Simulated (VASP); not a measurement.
Calculation: PBE GGA, VASP's PBE PAW potentials (set 64) (plane waves; VASP 6.6.1).

Input for VASP

**INCAR**
```
# general
SYSTEM  = CdS
PREC    = Accurate
ENCUT   = 520
LREAL   = .FALSE.
LASPH   = .TRUE.

# electronic loop
EDIFF   = 1E-6
NELM    = 100
ALGO    = Normal
LMAXMIX = 4

# smearing
ISMEAR  = 0
SIGMA   = 0.05

# functional
GGA     = PE

# ions
IBRION  = 2
NSW     = 60
ISIF    = 3
EDIFFG  = -0.01

# output
LWAVE   = .FALSE.
LCHARG  = .FALSE.
```

File KPOINTS:
```
K-points
0
G
  7 7 7
0 0 0
```

### POSCAR
```
CdS
1.0
  0.0000000000   2.9683661229   2.9683661229
  2.9683661229   0.0000000000   2.9683661229
  2.9683661229   2.9683661229   0.0000000000
Cd S
1 1
Cartesian
  0.0000000000   0.0000000000   0.0000000000
  1.4841830615   1.4841830615   1.4841830615
```

POTCAR, in this order: Cd S (PBE.64 set). Program: vasp_std.

The run wrote:

OUTCAR:
```
 ion  position               nearest neighbor table
   1  0.000  0.000  0.000-   2 2.57   2 2.57   2 2.57   2 2.57
   2  0.250  0.250  0.250-   1 2.57   1 2.57   1 2.57   1 2.57
  LATTYP: Found a face centered cubic cell.
 ALAT       =     5.9367322458
 Subroutine PRICEL returns:
 Original cell was already a primitive cell.
 Subroutine GETGRP returns: Found 24 space group operations
The static configuration has the point symmetry T_d .
The dynamic configuration has the point symmetry T_d .
 Subroutine INISYM returns: Found 24 space group operations
 Subroutine IBZKPT returns following result:
 Found     20 irreducible k-points:

 Following reciprocal coordinates:
            Coordinates               Weight
  0.000000  0.000000  0.000000      1.000000
  0.142857  0.000000  0.000000      8.000000
  0.285714  0.000000  0.000000      8.000000
  0.428571  0.000000  0.000000      8.000000
  0.142857  0.142857  0.000000      6.000000
  0.285714  0.142857  0.000000     24.000000
  0.428571  0.142857  0.000000     24.000000
 -0.428571  0.142857  0.000000     24.000000
 -0.285714  0.142857  0.000000     24.000000
 -0.142857  0.142857  0.000000     12.000000
  0.285714  0.285714  0.000000      6.000000
  0.428571  0.285714  0.000000     24.000000
 -0.428571  0.285714  0.000000     24.000000
 -0.285714  0.285714  0.000000     12.000000
  0.428571  0.428571  0.000000      6.000000
 -0.428571  0.428571  0.000000     12.000000
  0.428571  0.285714  0.142857     24.000000
 -0.428571  0.285714  0.142857     48.000000
 -0.428571  0.428571  0.142857     24.000000
 -0.285714  0.428571  0.142857     24.000000
   k-points           NKPTS =     20   k-points in BZ     NKDIM =     20   number of bands    NBANDS=     13
   number of dos      NEDOS =    301   number of ions     NIONS =      2
   total plane-waves  NPLWV =  32768
   dimension x,y,z NGX =    32 NGY =   32 NGZ =   32
   dimension x,y,z NGXF=    64 NGYF=   64 NGZF=   64
   ions per type =               1   1
   PREC   = accura    normal or accurate (medium, high low for compatibility)
   ISTART =      0    job   : 0-new  1-cont  2-samecut
   ICHARG =      2    charge: 1-file 2-atom 10-const
   ISPIN  =      1    spin polarized calculation?
   LNONCOLLINEAR =      F non collinear calculations
   LSORBIT =      F    spin-orbit coupling
   INIWAV =      1    electr: 0-lowe 1-rand  2-diag
   ENCUT  =  520.0 eV  38.22 Ry    6.18 a.u.   7.81  7.81  7.81*2*pi/ulx,y,z
   NELM   =    100;   NELMIN=  2; NELMDL= -5     # of ELM steps
   EDIFF  = 0.1E-05   stopping-criterion for ELM
   LREAL  =      F    real-space projection
   NLSPLINE    = F    spline interpolate recip. space projectors
   LMAXMIX     =    4 max onsite mixed and CHGCAR
   VOSKOWN=      0    Vosko Wilk Nusair interpolation
   EDIFFG = -.1E-01   stopping-criterion for IOM
   NSW    =     60    number of steps for IOM
   NBLOCK =      1;   KBLOCK =     60    inner block; outer block
   IBRION =      2    ionic relax: 0-MD 1-quasi-New 2-CG
   NFREE  =      1    steps in history (QN), initial steepest desc. (CG)
   ISIF   =      3    stress and relaxation
   ISYM   =      2    0-nonsym 1-usesym 2-fastsym
   TEIN   =    0.0    initial temperature
   TEBEG  =    0.0;   TEEND  =   0.0 temperature during run
   SMASS  =  -3.00    Nose mass-parameter (am)
   PSTRESS=    0.0 pullay stress
   NELECT =      18.0000    total number of electrons
   EFERMI =   0.00;   METHOD = LEGACY
   ISMEAR =     0;   SIGMA  =   0.05  broadening in eV -4-tet -1-fermi 0-gaus
   IALGO  =     38    algorithm
   LDIAG  =      T    sub-space diagonalisation (order eigenvalues)
   IMIX   =      4    mixing-type and parameters
     AMIX     =   0.40;   BMIX     =  1.00
     AMIX_MAG =   1.60;   BMIX_MAG =  1.00
...
```

OSZICAR:
```
       N       E                     dE             d eps       ncg     rms          rms(c)
DAV:   1     0.112590089022E+03    0.11259E+03   -0.92662E+03   528   0.127E+03
DAV:   2    -0.147150030293E+01   -0.11406E+03   -0.10925E+03   610   0.292E+02
DAV:   3    -0.666129149234E+01   -0.51898E+01   -0.51751E+01   615   0.655E+01
DAV:   4    -0.670094882658E+01   -0.39657E-01   -0.39653E-01   600   0.568E+00
DAV:   5    -0.670157231305E+01   -0.62349E-03   -0.62348E-03   630   0.688E-01    0.751E+00
DAV:   6    -0.616395138346E+01    0.53762E+00   -0.10786E+00   719   0.138E+01    0.602E+00
DAV:   7    -0.614671289086E+01    0.17238E-01   -0.20117E-01   540   0.358E+00    0.306E+00
DAV:   8    -0.614688133378E+01   -0.16844E-03   -0.18840E-02   560   0.205E+00    0.269E-01
DAV:   9    -0.614671427517E+01    0.16706E-03   -0.25361E-03   595   0.812E-01    0.704E-02
DAV:  10    -0.614688661866E+01   -0.17234E-03   -0.29578E-04   550   0.170E-01    0.825E-02
DAV:  11    -0.614697548605E+01   -0.88867E-04   -0.13849E-04   553   0.124E-01    0.163E-02
DAV:  12    -0.614696337875E+01    0.12107E-04   -0.44623E-05   659   0.962E-02    0.819E-03
DAV:  13    -0.614696464015E+01   -0.12614E-05   -0.47242E-06   545   0.155E-02    0.603E-03
DAV:  14    -0.614696451238E+01    0.12777E-06   -0.16244E-07   355   0.305E-03
   1 F= -.61469645E+01 E0= -.61469645E+01  d E =-.614696E+01
```

File OUTCAR:
```
------------------------ aborting loop because EDIFF is reached ----------------------------------------
  FORCE on cell =-STRESS in cart. coord.  units (eV):
  Direction    XX          YY          ZZ          XY          YZ          ZX
  --------------------------------------------------------------------------------------
  Total        0.0059033      0.0059033      0.0059033     -0.0000000     -0.0000000      0.0000000
  in kB        0.1808098      0.1808098      0.1808098     -0.0000000     -0.0000000      0.0000000
  external PRESSURE =       0.1808098 kB  Pullay stress =       0.0000000 kB
  volume of cell :       52.31
      direct lattice vectors                 reciprocal lattice vectors
     0.000000000  2.968366123  2.968366123    -0.168442833  0.168442833  0.168442833
     2.968366123  0.000000000  2.968366123     0.168442833 -0.168442833  0.168442833
     2.968366123  2.968366123  0.000000000     0.168442833  0.168442833 -0.168442833
  FREE ENERGIE OF THE ION-ELECTRON SYSTEM (eV)
  ---------------------------------------------------
  free  energy   TOTEN  =        -6.1469645124 eV

  energy  without entropy=       -6.1469645124  energy(sigma->0) =       -6.14696451

 reached required accuracy - stopping structural energy minimisation
```
(Selected blocks of OUTCAR.)

File OUTCAR:
```
 val. band max:        0.8771132707   @ k =   0.0000   0.0000   0.0000

 cond. band min:       1.9087071406   @ k =   0.0000   0.0000   0.0000


 Fermi energy:         1.0968256183

 k-point     1 :       0.0000    0.0000    0.0000
  band No.  band energies     occupation
      1     -11.1825      2.00000
      2      -6.6764      2.00000
      3      -6.6764      2.00000
      4      -6.6764      2.00000
      5      -6.2655      2.00000
      6      -6.2655      2.00000
      7       0.8771      2.00000
      8       0.8771      2.00000
      9       0.8771      2.00000
     10       1.9087      0.00000
     11       7.4271      0.00000
     12       7.4271      0.00000
     13       7.4271      0.00000

 k-point     2 :       0.1429    0.0000    0.0000
  band No.  band energies     occupation
      1     -11.1116      2.00000
      2      -6.6515      2.00000
      3      -6.6515      2.00000
      4      -6.6082      2.00000
      5      -6.2663      2.00000
      6      -6.2663      2.00000
      7      -0.3112      2.00000
      8       0.7367      2.00000
      9       0.7367      2.00000
     10       2.8870      0.00000
     11       7.1093      0.00000
     12       7.6600      0.00000
     13       7.6600      0.00000

 k-point     3 :       0.2857    0.0000    0.0000
  band No.  band energies     occupation
      1     -10.9515      2.00000
      2      -6.6032      2.00000
      3      -6.6032      2.00000
      4      -6.3690      2.00000
      5      -6.2577      2.00000
      6      -6.2577      2.00000
      7      -1.8697      2.00000
      8       0.4453      2.00000
      9       0.4453      2.00000
     10       3.6626      0.00000
     11       7.2490      0.00000
     12       7.9381      0.00000
     13       7.9381      0.00000

 k-point     4 :       0.4286    0.0000    0.0000
  band No.  band energies     occupation
      1     -10.8236      2.00000
      2      -6.5752      2.00000
      3      -6.5752      2.00000
...
```

The compound is CdS in the zinc blende structure, a metastable form; wurtzite is the usual one. It was relaxed first, which changed the volume by +6 %. The start is the result of an earlier pass.
